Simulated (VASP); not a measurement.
An input for Ansatz (written as the equivalent of a VASP run, and not itself run):

Ansatz 0.2 input:
```yaml
crystal:
  lattice:
    - [1.7893712, -3.0992820, 0.0000000]
    - [1.7893712, 3.0992820, 0.0000000]
    - [0.0000000, 0.0000000, 8.0385751]
  atoms:
    - { symbol: Ti, position: [0.0000000, 0.0000000, 0.0000000] }
    - { symbol: Se, position: [0.3333330, 0.6666670, 0.1928253] }
    - { symbol: Se, position: [0.6666670, 0.3333330, 0.8071747] }
kpoints:
  mp_grid: { grid: [9, 9, 4] }
hamiltonian:
  xc: revpbe
  pseudopotentials: { kind: paw }
scf:
  occupations: { method: methfessel_paxton, width: 0.1 }
  max_iter: 100
relax:
  max_steps: 60
  f_tol: 0.02
  cell: {}
output: { forces: true, stress: true, eigenvalues: true }
```

### Question
Write the VASP files for the same calculation (revPBE).

### Answer
This is not unique; one that fits is 
File POSCAR:
```
TiSe2
1
    1.7893712478    -3.0992819876    -0.0000000000
    1.7893712478     3.0992819876     0.0000000000
    0.0000000000     0.0000000000     8.0385751051
Ti Se
1 2
Direct
  0.0000000000   0.0000000000   0.0000000000
  0.3333330000   0.6666670000   0.1928253396
  0.6666670000   0.3333330000   0.8071746604
```

File KPOINTS:
```
Automatic mesh
0
gamma
  9 9 4
```

**INCAR**
```
! general
SYSTEM   =  TiSe2
PREC     =  Accurate
ENCUT    =  520
LREAL    =  .FALSE.
LASPH    =  .TRUE.

! electronic loop
EDIFF    =  1E-6
NELM     =  100
ALGO     =  Normal
LMAXMIX  =  4

! smearing
ISMEAR   =  1
SIGMA    =  0.1

! functional
GGA      =  RE

! ions
IBRION   =  2
NSW      =  60
ISIF     =  3
EDIFFG   =  -0.02

! output
LWAVE    =  .FALSE.
LCHARG   =  .FALSE.
```

POTCAR, in this order: Ti_sv Se (PBE.64 set). Program: vasp_std.

What does not carry over: each code has its own PAW files, so the cut-off isn't converted (ENCUT is set for VASP's; basis.ecutwfc is left out, and Ansatz then takes the one that its files recommend); Ansatz stops its SCF on the density residual and VASP on the energy change (EDIFF).

The compound is TiSe2 in the 1T layered structure. This run relaxes it. Symmetry was kept, so distortions that lower it aren't found. The start is the result of an earlier pass.
